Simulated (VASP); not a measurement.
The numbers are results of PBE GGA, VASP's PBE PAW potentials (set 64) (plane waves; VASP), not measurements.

A VASP calculation is set up with these files.

POSCAR:
```
PtSe2
1
    1.8825331174    -3.2606436873     0.0000000000
    1.8825331174     3.2606436873    -0.0000000000
   -0.0000000000    -0.0000000000     4.7697144166
Pt Se
1 2
Direct
  0.0000000000   0.0000000000   0.0000000000
  0.3333330000   0.6666670000   0.2681621649
  0.6666670000   0.3333330000   0.7318378351
```

### INCAR
```
ALGO=Normal
EDIFF=1E-6
EDIFFG=-0.02
ENCUT=500
GGA=PE
IBRION=2
ISIF=3
ISMEAR=1
LASPH=T
LCHARG=F
LMAXMIX=6
LREAL=F
LWAVE=F
NELM=100
NSW=40
PREC=Accurate
PSTRESS=50
SIGMA=0.1
SYSTEM=PtSe2
```

KPOINTS:
```
Automatic mesh
0
Gamma
9 9 7
0 0 0
```

POTCAR, in this order: Pt Se (PBE.64 set). Program: vasp_std.

The resulting files:

### OSZICAR
```
       N       E                     dE             d eps       ncg     rms          rms(c)
DAV:   1     0.111333233729E+03    0.11133E+03   -0.10037E+04  2110   0.125E+03
DAV:   2    -0.102028182655E+02   -0.12154E+03   -0.11881E+03  2679   0.236E+02
DAV:   3    -0.148537900019E+02   -0.46510E+01   -0.46206E+01  2441   0.484E+01
DAV:   4    -0.148908789354E+02   -0.37089E-01   -0.37074E-01  2595   0.471E+00
DAV:   5    -0.148912413276E+02   -0.36239E-03   -0.36239E-03  2504   0.437E-01    0.125E+01
DAV:   6    -0.143813465516E+02    0.50989E+00   -0.49269E+00  2105   0.216E+01    0.787E+00
DAV:   7    -0.141899738389E+02    0.19137E+00   -0.91615E-01  2119   0.103E+01    0.384E+00
DAV:   8    -0.141740611868E+02    0.15913E-01   -0.64946E-02  2161   0.190E+00    0.861E-01
DAV:   9    -0.141708574948E+02    0.32037E-02   -0.99971E-03  2392   0.106E+00    0.174E-01
DAV:  10    -0.141709923707E+02   -0.13488E-03   -0.15074E-03  2315   0.272E-01    0.415E-02
DAV:  11    -0.141709939602E+02   -0.15895E-05   -0.42776E-05  2581   0.498E-02    0.291E-02
DAV:  12    -0.141709965808E+02   -0.26206E-05   -0.64093E-06  2273   0.189E-02    0.967E-03
DAV:  13    -0.141709972182E+02   -0.63738E-06   -0.18540E-06  1995   0.953E-03
   1 F= -.12343622E+02 E0= -.12343624E+02  d E =-.123436E+02
       N       E                     dE             d eps       ncg     rms          rms(c)
DAV:   1    -0.141724862771E+02   -0.14897E-02   -0.49135E-03  2091   0.525E-01    0.621E-02
DAV:   2    -0.141724190714E+02    0.67206E-04   -0.51607E-04  2217   0.235E-01    0.319E-02
DAV:   3    -0.141724032724E+02    0.15799E-04   -0.34858E-05  2378   0.647E-02    0.123E-02
DAV:   4    -0.141723994935E+02    0.37790E-05   -0.25472E-05  2182   0.297E-02    0.497E-03
DAV:   5    -0.141723994448E+02    0.48692E-07   -0.88488E-07  1322   0.776E-03
   2 F= -.12343679E+02 E0= -.12343690E+02  d E =-.573971E-04
```

File OUTCAR:
```
------------------------ aborting loop because EDIFF is reached ----------------------------------------
  FORCE on cell =-STRESS in cart. coord.  units (eV):
  Direction    XX          YY          ZZ          XY          YZ          ZX
  --------------------------------------------------------------------------------------
  Total        1.8183399      1.8183407      1.8516523     -0.0000000      0.0000000      0.0000000
  in kB       49.7161863     49.7162083     50.6269995     -0.0000000      0.0000000      0.0000000
  external PRESSURE =       0.0197981 kB  Pullay stress =      50.0000000 kB
  volume of cell :       58.60
      direct lattice vectors                 reciprocal lattice vectors
     1.882660933 -3.260865111  0.000000000     0.265581545 -0.153333543  0.000000000
     1.882660933  3.260865111 -0.000000000     0.265581545  0.153333543 -0.000000000
     0.000000000  0.000000000  4.772576462    -0.000000000  0.000000000  0.209530430
 POSITION                                       TOTAL-FORCE (eV/Angst)
 -----------------------------------------------------------------------------------
      3.76532      0.00000      0.00000        -0.000000     -0.000000      0.000000
      1.88266      1.08696      1.27879         0.000000      0.000000     -0.016576
      1.88266     -1.08696      3.49379         0.000000     -0.000000      0.016576
 -----------------------------------------------------------------------------------
    total drift:                                0.000000      0.000000      0.000000
  FREE ENERGIE OF THE ION-ELECTRON SYSTEM (eV)
  ---------------------------------------------------
  free  energy   TOTEN  =       -14.1723994448 eV

  energy  without entropy=      -14.1724317491  energy(sigma->0) =      -14.17241021
  enthalpy is  TOTEN    =       -12.3436792647 eV   P V=        1.8287201801

 reached required accuracy - stopping structural energy minimisation
```
(Selected blocks of OUTCAR.)

**CONTCAR**
```
PtSe2
   1.00000000000000
     1.8826609330649717   -3.2608651106898314    0.0000000000000000
     1.8826609330649717    3.2608651106898314   -0.0000000000000000
     0.0000000000000000    0.0000000000000000    4.7725764619423634
  Pt              Se
     1     2
Direct
     1.0000000000000000    1.0000000000000000    0.0000000000000000
     0.3333330000000032    0.6666669999999968    0.2679451871107784
     0.6666669999999968    0.3333330000000032    0.7320548128892216
```

Without a dispersion term in the relaxation, distances and binding between the weakly bound layers, chains or molecules are unreliable, and so is what depends on them.

The compound is PtSe2 in the 1T layered structure. This run relaxes it under an external pressure of 5 GPa. Symmetry was kept, so distortions that lower it aren't found.
